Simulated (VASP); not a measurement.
Runs of VASP 6.6.1 on OBClH2. The cell holds a molecule in a box, 5 atoms: a = 12.000 Å, b = 12.000 Å, c = 11.000 Å, α = 90.00°, β = 90.00°, γ = 90.00°. 

| task | level | potentials or basis | cell | cutoff (eV) | gap on the mesh (eV) | largest force (eV/Å) |
| --- | --- | --- | --- | --- | --- | --- |
| single point | r2SCAN | VASP PAW PBE potentials, release 64 (O, B, Cl, H) | as given | 520 | 7.00 | 0.21 |
| atomic charges | PBE+TS | VASP PAW PBE potentials, release 64 (O, B, Cl, H) | as given | 520 | 6.25 | 0.59 |
| electron localisation function | PBE | VASP PAW PBE potentials, release 64 (O, B, Cl, H) | as given | 520 | 6.25 | 0.59 |
| relaxation of the atoms | revPBE | VASP PAW PBE potentials, release 64 (O_h, B_h, Cl_h, H_h) | atoms relaxed | 900 | 6.22 | 0.02 |
| single point | LDA | VASP PAW LDA potentials, release 64 (O_s, B_s, Cl, H_s) | as given | 400 | (a) | (b) |

Alike in all rows: no spin polarisation; k mesh 1 × 1 × 1; smearing gaussian 0.01 eV.

Task: Estimate the missing entries.

Result: (a) 6.10; (b) 2.04.

Caveats: the PAW data sets were made with another functional, which shifts forces and pressure a little (some runs).

A k mesh can miss the band edges.

Not every run made on this cell is shown here.
